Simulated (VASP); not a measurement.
Consider the following.

```
SnTe
1.0
    0.00000     3.09156     3.09156
    3.09156     0.00000     3.09156
    3.09156     3.09156     0.00000
Sn Te
1 1
Cartesian
  0.00000   0.00000   0.00000
  3.09156   3.09156   3.09156
```

These are vdW-DF-cx, VASP's PBE PAW potentials (set 64) (plane waves; VASP) values and carry that method's errors. Settings: 520 eV cut-off, 7×7×7 Γ-centred mesh, Gaussian smearing of 0.050 eV, potentials Sn_d Te.

Problem. Give the stress tensor in GPa (positive for a compressed cell).

Solution. 
```
3.24  0.00  0.00
0.00  3.24  0.00
0.00  0.00  3.24
```
The pressure is its mean diagonal, 3.24 GPa.

The compound is SnTe in the rock salt structure, which distorts at low temperature. This cell is one point of a volume scan, at 0.94 of the reference volume.
